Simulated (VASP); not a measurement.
VASP input:

**KPOINTS**
```
Automatic mesh
0
Gamma
14 14 14
0 0 0
```

**INCAR**
```
! general
SYSTEM   =  Na
PREC     =  Accurate
ENCUT    =  500
LREAL    =  .False.
LASPH    =  .True.

! electronic loop
EDIFF    =  1E-6   ! SCF stop (eV)
NELM     =  100
ALGO     =  Normal

! smearing
ISMEAR   =  1
SIGMA    =  0.1   ! width (eV)

! functional
GGA      =  PS

! ions
IBRION   =  2
NSW      =  40   ! most ionic steps
ISIF     =  3   ! ions, shape and volume
EDIFFG   =  -0.02
PSTRESS  =  200   ! kbar

! output
LWAVE    =  .False.
LCHARG   =  .False.
```

File POSCAR:
```
Na
1
   -1.7652622277     1.7652622277     1.7652622277
    1.7652622277    -1.7652622277     1.7652622277
    1.7652622277     1.7652622277    -1.7652622277
Na
1
Direct
  0.0000000000   0.0000000000   0.0000000000
```

POTCAR, in this order: Na_pv (PBE.64 set). Program: vasp_std.

Question: Translate this PBEsol calculation to Ansatz.

Answer: One equivalent input (not run):
Ansatz 0.2 input:
```yaml
crystal:
  lattice:
    - [-1.7652622, 1.7652622, 1.7652622]
    - [1.7652622, -1.7652622, 1.7652622]
    - [1.7652622, 1.7652622, -1.7652622]
  atoms:
    - { symbol: Na, position: [0.0000000, 0.0000000, 0.0000000] }
kpoints:
  mp_grid: { grid: [14, 14, 14] }
hamiltonian:
  xc: pbesol
  pseudopotentials: { kind: paw }
scf:
  occupations: { method: methfessel_paxton, width: 0.1 }
  max_iter: 100
relax:
  max_steps: 40
  f_tol: 0.02
  cell: { p_target: 20 }
output: { forces: true, stress: true, eigenvalues: true }
```
The two are equivalent in intent, not identical: each code has its own PAW files, so the cut-off isn't converted (ENCUT is set for VASP's; basis.ecutwfc is left out, and Ansatz then takes the one that its files recommend); Ansatz stops its SCF on the density residual and VASP on the energy change (EDIFF).

The compound is Na in the bcc structure. This run relaxes it under an external pressure of 20 GPa. Symmetry was kept, so distortions that lower it aren't found.
